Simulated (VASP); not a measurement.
Output of a VASP run:

OSZICAR:
```
       N       E                     dE             d eps       ncg     rms          rms(c)
DAV:   1     0.462410446214E+03    0.46241E+03   -0.21429E+04  1296   0.182E+03
DAV:   2    -0.373231279716E+01   -0.46614E+03   -0.45798E+03  1624   0.491E+02
DAV:   3    -0.499472192621E+02   -0.46215E+02   -0.44546E+02  1912   0.147E+02
DAV:   4    -0.519055618584E+02   -0.19583E+01   -0.19571E+01  1880   0.281E+01
DAV:   5    -0.519698053728E+02   -0.64244E-01   -0.64242E-01  1816   0.375E+00    0.241E+01
DAV:   6    -0.422042827529E+02    0.97655E+01   -0.69876E+01  2112   0.780E+01    0.103E+01
DAV:   7    -0.421702367828E+02    0.34046E-01   -0.11594E+01  1720   0.254E+01    0.706E+00
DAV:   8    -0.420076825515E+02    0.16255E+00   -0.13253E+00  1744   0.116E+01    0.238E+00
DAV:   9    -0.420168792319E+02   -0.91967E-02   -0.19567E-01  1664   0.323E+00    0.104E+00
DAV:  10    -0.420092775953E+02    0.76016E-02   -0.80513E-02  1800   0.260E+00    0.507E-01
DAV:  11    -0.420070135907E+02    0.22640E-02   -0.20363E-02  1912   0.106E+00    0.127E-01
DAV:  12    -0.420068136375E+02    0.19995E-03   -0.23568E-03  1656   0.465E-01    0.410E-02
DAV:  13    -0.420068422303E+02   -0.28593E-04   -0.20021E-04  1968   0.136E-01    0.458E-02
DAV:  14    -0.420068145863E+02    0.27644E-04   -0.15066E-04  1872   0.962E-02    0.688E-03
DAV:  15    -0.420068151929E+02   -0.60656E-06   -0.59941E-06  1552   0.214E-02
   1 F= -.42006815E+02 E0= -.42006815E+02  d E =-.420068E+02
       N       E                     dE             d eps       ncg     rms          rms(c)
DAV:   1    -0.420065791843E+02    0.23540E-03   -0.75854E-02  1520   0.359E+00    0.108E-01
DAV:   2    -0.420070339816E+02   -0.45480E-03   -0.56770E-03  1336   0.565E-01    0.944E-02
DAV:   3    -0.420070239572E+02    0.10024E-04   -0.29938E-04  1856   0.139E-01    0.469E-02
DAV:   4    -0.420070144528E+02    0.95044E-05   -0.63906E-05  1928   0.643E-02    0.163E-02
DAV:   5    -0.420070145205E+02   -0.67651E-07   -0.12999E-05  1864   0.282E-02    0.767E-03
DAV:   6    -0.420070142782E+02    0.24230E-06   -0.13695E-06  1032   0.127E-02
   2 F= -.42007014E+02 E0= -.42007014E+02  d E =-.199085E-03
       N       E                     dE             d eps       ncg     rms          rms(c)
DAV:   1    -0.420070064547E+02    0.80658E-05   -0.19564E-03  1520   0.577E-01    0.170E-02
DAV:   2    -0.420070184896E+02   -0.12035E-04   -0.14888E-04  1360   0.918E-02    0.152E-02
DAV:   3    -0.420070182297E+02    0.25991E-06   -0.78737E-06  1872   0.227E-02
   3 F= -.42007018E+02 E0= -.42007018E+02  d E =-.203037E-03
       N       E                     dE             d eps       ncg     rms          rms(c)
DAV:   1    -0.420076286552E+02   -0.61017E-03   -0.47097E-02  1560   0.273E+00    0.202E-01
DAV:   2    -0.420072851797E+02    0.34348E-03   -0.47688E-03  1400   0.612E-01    0.921E-02
DAV:   3    -0.420071762563E+02    0.10892E-03   -0.92087E-04  1824   0.197E-01    0.407E-02
DAV:   4    -0.420071505964E+02    0.25660E-04   -0.18804E-04  2096   0.115E-01    0.244E-02
DAV:   5    -0.420071530579E+02   -0.24616E-05   -0.26056E-05  1864   0.418E-02    0.122E-02
DAV:   6    -0.420071557347E+02   -0.26767E-05   -0.10877E-05  2120   0.192E-02    0.760E-03
DAV:   7    -0.420071572077E+02   -0.14730E-05   -0.17215E-06  1376   0.109E-02    0.742E-04
DAV:   8    -0.420071572589E+02   -0.51210E-07   -0.14711E-07   704   0.257E-03
   4 F= -.42007157E+02 E0= -.42007157E+02  d E =-.139029E-03
```

OUTCAR:
```
------------------------ aborting loop because EDIFF is reached ----------------------------------------
  FORCE on cell =-STRESS in cart. coord.  units (eV):
  Direction    XX          YY          ZZ          XY          YZ          ZX
  --------------------------------------------------------------------------------------
  Total       -0.0032770     -0.0390920     -0.0678900      0.0000000      0.0000000      0.0000000
  in kB       -0.0816010     -0.9734366     -1.6905409      0.0000000      0.0000000      0.0000000
  external PRESSURE =      -0.9151928 kB  Pullay stress =       0.0000000 kB
  volume of cell :       64.34
      direct lattice vectors                 reciprocal lattice vectors
     3.957434417  0.000000000  0.000000000     0.252688963  0.000000000  0.000000000
     0.000000000  2.844511551  2.857847397     0.000000000  0.175777103  0.174956858
     0.000000000 -2.844511551  2.857847397     0.000000000 -0.175777103  0.174956858
 POSITION                                       TOTAL-FORCE (eV/Angst)
 -----------------------------------------------------------------------------------
      0.00000      0.00000      0.02282         0.000000      0.000000     -0.007998
      1.97872      0.00000      2.96188         0.000000      0.000000     -0.004847
      1.97872      1.39152      4.20183         0.000000     -0.001130      0.001778
      1.97872     -1.39152      4.20183         0.000000      0.001130      0.001778
      0.00000      0.00000      2.78594         0.000000      0.000000      0.009290
 -----------------------------------------------------------------------------------
    total drift:                                0.000000      0.000000      0.000188
  FREE ENERGIE OF THE ION-ELECTRON SYSTEM (eV)
  ---------------------------------------------------
  free  energy   TOTEN  =       -42.0071572589 eV

  energy  without entropy=      -42.0071572589  energy(sigma->0) =      -42.00715726

 reached required accuracy - stopping structural energy minimisation
```
(Selected blocks of OUTCAR.)

POSCAR:
```
BaTiO3
1
    3.9543944520     0.0000000000     0.0000000000
    0.0000000000     2.8474536818     2.8593750361
    0.0000000000    -2.8474536818     2.8593750361
Ba Ti O
1 1 3
Direct
  0.0000000000   0.0037697202   0.0037697202
  0.5000000000   0.5190723780   0.5190723780
  0.5000000000   0.9789537284   0.4905792394
  0.5000000000   0.4905792394   0.9789537284
  0.0000000000   0.4875149341   0.4875149341
```

Problem. Reconstruct the remaining input files.

Solution. Several could match; the one computed here: the input of the run itself, PBEsol GGA, plane waves, VASP's PBE PAW potentials (set 64).

KPOINTS:
```
Automatic mesh
0
Gamma
5 5 5
0 0 0
```

**INCAR**
```
NELM=100   # most electronic steps
IBRION=2   # conjugate gradients
ENCUT=520   # plane-wave cut-off (eV)
LASPH=T
GGA=PS
SIGMA=0.05   # width (eV)
EDIFF=1E-6   # SCF stop (eV)
ISMEAR=0   # Gaussian
LREAL=F   # projection in real space or not
LWAVE=F
ISIF=3
PREC=Accurate
LMAXMIX=4
ALGO=Normal
EDIFFG=-0.02   # ionic stop
NSW=60
SYSTEM=BaTiO3
LCHARG=F
```

POTCAR, in this order: Ba_sv Ti_sv O (PBE.64 set). Program: vasp_std.

The structure comes from a computed database's BaTiO3 entry (Amm2); how it stands against other phases isn't given here. This run relaxes it. Symmetry was kept, so distortions that lower it aren't found. The start is the result of an earlier pass.
